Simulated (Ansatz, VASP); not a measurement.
# TiGe2AsN5 (TiGe2N4 under honeycomb AsN, AB) in two plane-wave programs, part 2 of 2

One calculation is typed for both programs; each brings its own data sets. How far apart do they land? The structure shown is the start of the Ansatz relaxation below; VASP solves that cell, so the two are compared at the walk's first step.

VASP 6.6.1 and Ansatz 0.2.0.

So far: Starting point; Ansatz: relaxation, PBE with D3(BJ).

### Step 3. VASP: single point, PBE with D3(BJ), start cell

Level of this step: PBE with D3(BJ), no spin polarisation; plane waves and PAW (N, Ge_d, Ti_sv, As) (VASP).

The same cell, functional, mesh and smearing now go to VASP, with its own data sets.

Lines of VASP's logs that name or quote its potential files are left out, and so is its time.

INCAR reads:

```
SYSTEM = TiGe2AsN5
PREC = Accurate
ENCUT = 520
EDIFF = 1E-06
NELM = 120
ISMEAR = -1
SIGMA = 0.05
LREAL = .FALSE.
ALGO = Normal
GGA = PE
IVDW = 12
NBANDS = 44
LASPH = .TRUE.
LORBIT = 11
LWAVE = .FALSE.
LCHARG = .FALSE.
ISIF = 2
LDIPOL = .TRUE.
IDIPOL = 3
DIPOL = 0.5 0.5 0.491
LVHAR = .TRUE.
GGA_COMPAT = .FALSE.
EFERMI = MIDGAP
NELMDL = -8
KPAR = 2
```

POSCAR reads:

```
TiGe2AsN5
1.0
    3.0000000000      0.0000000000      0.0000000000
   -1.5000000000      2.5980760000      0.0000000000
    0.0000000000      0.0000000000     53.9723770000
N Ge Ti As
5 2 1 1
Direct
    0.0000000000      0.0000000000      0.3937199208
    0.3333333975      0.6666667950      0.4387015232
    0.3333333975      0.6666667950      0.4840367138
    0.0000000000      0.0000000000      0.5290183347
    0.0000000000      0.0000000000      0.5883079228
    0.3333333975      0.6666667950      0.4046100100
    0.3333333975      0.6666667950      0.5181282270
    0.0000000000      0.0000000000      0.4613691185
    0.6666666025      0.3333332050      0.6062800792
```

KPOINTS reads:

```
Automatic mesh
0
Gamma
12 12 1
0 0 0
```

Potentials, in the order of the species: N, Ge_d, Ti_sv and As (PBE family, release 64).

Command:

```console
mpirun -np 2 vasp_std
```

Numbers of over 12 decimals in the logs are rounded to 6 here.

What it wrote:

```text
[banner, memory and clock lines left out]
running    2 mpi-ranks, on    1 nodes
 distrk:  each k-point on    1 cores,    2 groups
 distr:  one band on    1 cores,    1 groups

 POSCAR found type information on POSCAR N GeTiAs
 POSCAR found :  4 types and       9 ions
 LDA part: xc-table for (Slater+PW92), standard interpolation
|                                                                             |
|           W    W    AA    RRRRR   N    N  II  N    N   GGGG   !!!           |
|           W    W   A  A   R    R  NN   N  II  NN   N  G    G  !!!           |
|           W    W  A    A  R    R  N N  N  II  N N  N  G       !!!           |
|           W WW W  AAAAAA  RRRRR   N  N N  II  N  N N  G  GGG   !            |
|           WW  WW  A    A  R   R   N   NN  II  N   NN  G    G                |
|           W    W  A    A  R    R  N    N  II  N    N   GGGG   !!!           |
|                                                                             |
|     One of the lattice vectors is very long (>50 A), but AMIN is rather     |
|     large. This can spoil convergence since charge sloshing might occur     |
|     along the long lattice vector. If problems with convergence are         |
|     observed, try to decrease AMIN to a smaller value (e.g. 0.01).          |
|     Note: This warning only applies if the self-consistency cycle is        |
|     used.                                                                   |
|                                                                             |

 POSCAR, INCAR and KPOINTS ok, starting setup
 FFT: planning ... GRIDC
 FFT: planning ... GRID_SOFT
 FFT: planning ... GRID
 WAVECAR not read
 entering main loop
       N       E                     dE             d eps       ncg     rms          rms(c)
DAV:   1     0.802408311044E+03    0.80241E+03   -0.33221E+04  2176   0.188E+03
DAV:   2     0.713106800377E+02   -0.73110E+03   -0.70743E+03  2136   0.523E+02
DAV:   3    -0.672772874895E+02   -0.13859E+03   -0.13533E+03  2416   0.195E+02
DAV:   4    -0.782568865000E+02   -0.10980E+02   -0.10939E+02  2604   0.639E+01
DAV:   5    -0.789219025892E+02   -0.66502E+00   -0.66476E+00  2680   0.104E+01
DAV:   6    -0.789506753839E+02   -0.28773E-01   -0.28769E-01  2500   0.185E+00
DAV:   7    -0.789516592917E+02   -0.98391E-03   -0.98388E-03  2632   0.332E-01
DAV:   8    -0.789516910556E+02   -0.31764E-04   -0.31764E-04  2556   0.605E-02    0.248E+01
DAV:   9    -0.673194003610E+02    0.11632E+02   -0.90389E+01  2428   0.642E+01    0.194E+01
DAV:  10    -0.923787960630E+02   -0.25059E+02   -0.33111E+02  2488   0.587E+01    0.234E+01
DAV:  11    -0.666520718185E+02    0.25727E+02   -0.26772E+02  2540   0.412E+01    0.979E+00
DAV:  12    -0.656047357127E+02    0.10473E+01   -0.20548E+01  2332   0.177E+01    0.788E+00
DAV:  13    -0.644258008678E+02    0.11789E+01   -0.35085E+00  2680   0.109E+01    0.299E+00
DAV:  14    -0.643628480885E+02    0.62953E-01   -0.89245E-01  2308   0.647E+00    0.225E+00
[...]
DAV:  30    -0.643340857159E+02    0.44503E-04   -0.60689E-05  2232   0.513E-02    0.738E-03
DAV:  31    -0.643340943676E+02   -0.86517E-05   -0.22007E-05  1744   0.194E-02    0.721E-03
DAV:  32    -0.643340761306E+02    0.18237E-04   -0.63104E-06  1836   0.243E-02    0.737E-03
DAV:  33    -0.643340110241E+02    0.65106E-04   -0.16130E-04  2216   0.126E-01    0.886E-03
DAV:  34    -0.643340293001E+02   -0.18276E-04   -0.34351E-05  1808   0.463E-02    0.416E-03
DAV:  35    -0.643340351136E+02   -0.58135E-05   -0.49103E-06  1768   0.104E-02    0.508E-03
DAV:  36    -0.643340328840E+02    0.22296E-05   -0.83655E-07  1156   0.785E-03    0.441E-03
DAV:  37    -0.643340334066E+02   -0.52252E-06   -0.53277E-07  1200   0.518E-03
   1 F= -.66450476E+02 E0= -.66450475E+02  d E =-.103866E-05
```

OUTCAR, selected parts (step 3):

```text
ion  position               nearest neighbor table
   1  0.000  0.000  0.394-   6 1.83   6 1.83   6 1.83
   2  0.333  0.667  0.439-   6 1.84   8 2.12   8 2.12   8 2.12
   3  0.333  0.667  0.484-   7 1.84   8 2.12   8 2.12   8 2.12
   4  0.000  0.000  0.529-   7 1.83   7 1.83   7 1.83
   5  0.000  0.000  0.588-   9 1.99   9 1.99   9 1.99
   6  0.333  0.667  0.405-   1 1.83   1 1.83   1 1.83   2 1.84
   7  0.333  0.667  0.518-   4 1.83   4 1.83   4 1.83   3 1.84
   8  0.000  0.000  0.461-   2 2.12   3 2.12   2 2.12   3 2.12   2 2.12   3 2.12
   9  0.667  0.333  0.606-   5 1.99   5 1.99   5 1.99

  LATTYP: Found a hexagonal cell.
 ALAT       =     3.0000000000
 C/A-ratio  =    17.9907923333

 Subroutine GETGRP returns: Found  6 space group operations
 (whereof  6 operations were pure point group operations)

The static configuration has the point symmetry C_3v.

 Found     19 irreducible k-points:

   k-points           NKPTS =     19   k-points in BZ     NKDIM =     19   number of bands    NBANDS=     44

   dimension x,y,z NGX =    24 NGY =   24 NGZ =  420
   dimension x,y,z NGXF=    48 NGYF=   48 NGZF=  840

   ENCUT  =  520.0 eV  38.22 Ry    6.18 a.u.   5.58  5.58100.35*2*pi/ulx,y,z

   NELECT =      70.0000    total number of electrons

 k-points in reciprocal lattice and weights: Automatic mesh
   0.00000000  0.00000000  0.00000000       0.007
   0.08333333 -0.00000000  0.00000000       0.042
   0.16666667 -0.00000000  0.00000000       0.042
   0.25000000 -0.00000000  0.00000000       0.042
   0.33333333 -0.00000000  0.00000000       0.042
   0.41666667 -0.00000000  0.00000000       0.042
   0.50000000 -0.00000000  0.00000000       0.021
   0.08333333  0.08333333  0.00000000       0.042
   0.16666667  0.08333333  0.00000000       0.083
[...]
0.33333333  0.25000000  0.00000000       0.083
   0.33333333  0.33333333  0.00000000       0.014

 dipolmoment           0.000000      0.000000     -0.075629 electrons x Angstroem

 average (electrostatic) potential at core
       1 -70.7539       2 -70.0469       3 -70.0482       4 -70.7661       5 -71.9351
       6 -81.6583       7 -81.6696       8 -83.5744       9 -58.4207

 E-fermi :  -2.4418

 k-point     1 :       0.0000    0.0000    0.0000
  band No.  band energies     occupation
    ...
     31      -4.3573      2.00000
     32      -3.9787      2.00000
     33      -3.3002      2.00000
     34      -3.3002      2.00000
     35      -3.2051      2.00000
     36      -1.2644      0.00000
     37      -1.1061      0.00000
     38       0.7385      0.00000
     39       0.7879      0.00000
     40       1.0899      0.00000
    ...

 k-point     2 :       0.0833   -0.0000    0.0000
  band No.  band energies     occupation
    ...
     31      -4.3181      2.00000
     32      -3.8887      2.00000
     33      -3.4842      2.00000
     34      -3.4104      2.00000
     35      -3.0722      1.99999
     36      -1.0175      0.00000
     37      -0.7242      0.00000
     38       0.5959      0.00000
     39       0.7486      0.00000
     40       1.1112      0.00000
    ...

 k-point     3 :       0.1667   -0.0000    0.0000
  band No.  band energies     occupation
    ...
     31      -4.1503      2.00000
     32      -3.9594      2.00000
     33      -3.6876      2.00000
     34      -3.6520      2.00000
     35      -3.1242      2.00000
     36      -1.1764      0.00000
     37      -0.1247      0.00000
     38       0.5867      0.00000
     39       0.7671      0.00000
     40       1.0108      0.00000
    ...

 Edisp (eV)   -2.11644

  Total       2.31856     2.31856    -1.49419     0.00000     0.00000     0.00000
  in kB       8.83049     8.83049    -5.69079     0.00000     0.00000     0.00000
  external pressure =        3.99 kB  Pullay stress =        0.00 kB

  energy-cutoff  :      520.00
  volume of cell :      420.67
      direct lattice vectors                 reciprocal lattice vectors
     3.000000000  0.000000000  0.000000000     0.333333333  0.192450105  0.000000000
    -1.500000000  2.598076000  0.000000000     0.000000000  0.384900211  0.000000000
     0.000000000  0.000000000 53.972377000     0.000000000  0.000000000  0.018527996

 POSITION                                       TOTAL-FORCE (eV/Angst)
 -----------------------------------------------------------------------------------
      0.00000      0.00000     21.25000        -0.000000      0.000000     -0.607448
      0.00000      1.73205     23.67776        -0.000000     -0.000000      2.032311
      0.00000      1.73205     26.12461         0.000000      0.000000     -2.033081
      0.00000      0.00000     28.55238        -0.000000      0.000000      0.550560
      0.00000      0.00000     31.75238        -0.000000     -0.000000      0.359010
      0.00000      1.73205     21.83776        -0.000000     -0.000000      0.095039
      0.00000      1.73205     27.96461         0.000000      0.000000     -0.068738
      0.00000      0.00000     24.90119        -0.000000     -0.000000      0.010962
      1.50000      0.86602     32.72238        -0.000000     -0.000000     -0.338615
 -----------------------------------------------------------------------------------
    total drift:                               -0.000000     -0.000676     -0.003156

  FREE ENERGIE OF THE ION-ELECTRON SYSTEM (eV)
  ---------------------------------------------------
  free  energy   TOTEN  =       -66.4504759520 eV

  energy  without entropy=      -66.4504749133  energy(sigma->0) =      -66.45047543

 vacuum level on the upper side and lower side of the slab         2.031         3.795

 total charge
# of ion       s       p       d       tot
------------------------------------------
    1        1.240   2.569   0.000   3.809
    2        1.251   2.490   0.000   3.741
    3        1.251   2.490   0.000   3.741
    4        1.241   2.568   0.000   3.810
    5        1.305   2.304   0.000   3.609
    6        1.022   1.404  10.379  12.806
    7        1.022   1.405  10.379  12.806
    8        2.203   6.233   1.799  10.234
    9        1.273   1.316   0.113   2.702
--------------------------------------------------
tot         11.808  22.780  22.670  57.258

[... 3 further parts left out ...]
```

This run has no spin polarisation, so a moment on Ti, if there is one, isn't seen.

### Step 4. Side by side

Known differences besides the potentials themselves: Ansatz cuts the interaction across the vacuum, VASP repeats the sheet with a dipole correction; the data sets hold 80 valence electrons in Ansatz (on its default PAW (the set named soft_2) files) and 70 in VASP; the cutoff is 420 eV in Ansatz and 520 eV in VASP. Total energies have different zeros and are not compared.

Forces (eV/Å; atoms numbered as in POSCAR):

```csv
atom,"Ansatz x, y, z","VASP x, y, z"
N1,"0.000, 0.000, -0.648","0.000, 0.000, -0.607"
N2,"0.000, 0.000, 2.093","0.000, 0.000, 2.032"
N3,"0.000, 0.000, -2.085","0.000, 0.000, -2.033"
N4,"0.000, 0.000, 0.597","0.000, 0.000, 0.551"
N5,"0.000, 0.000, 0.458","0.000, 0.000, 0.359"
Ge6,"0.000, 0.000, 0.108","0.000, 0.000, 0.095"
Ge7,"0.000, 0.000, -0.092","0.000, 0.000, -0.069"
Ti8,"0.000, 0.000, 0.007","0.000, 0.000, 0.011"
As9,"0.000, 0.000, -0.438","0.000, 0.000, -0.339"
```

The forces differ by 34 meV/Å r.m.s., which is 5.8 % of the r.m.s. force of 0.584 eV/Å (both taken over all components). With vacuum in the cell, a pressure given here is an average over mostly empty space and none of the material.

### Step 5. What came out

* r.m.s. force difference (single point, PBE with D3(BJ), start cell): 5.8 % of the r.m.s. force

**Reading.** The r.m.s. force difference is 5.8 % of the r.m.s. force (single point, PBE with D3(BJ), start cell), beyond the 3 % picked in this series as the mark of a large difference. The data sets hold unlike numbers of valence electrons (80 in Ansatz and 70 in VASP), so part of the differences comes from the potentials. What causes the difference of the single point, PBE with D3(BJ), start cell pair stays open here. 1 further run of this series is not shown here. Such differences can come from data sets, numerical settings and the points named under the comparisons, not from the functional's error against experiment.

[Lines on the potential files, build, host, timing and source positions are cut from VASP's logs without a mark.]

[Logs are printed without paths, hosts, clocks, repeated set-up lines and the standing remarks that a program may print on its own settings, such as how far it seeks lower states.]

[Hosts, paths, dates, database ids (printed as entryN), source tags and the programs' standing remarks are cut or masked in the printed files.]
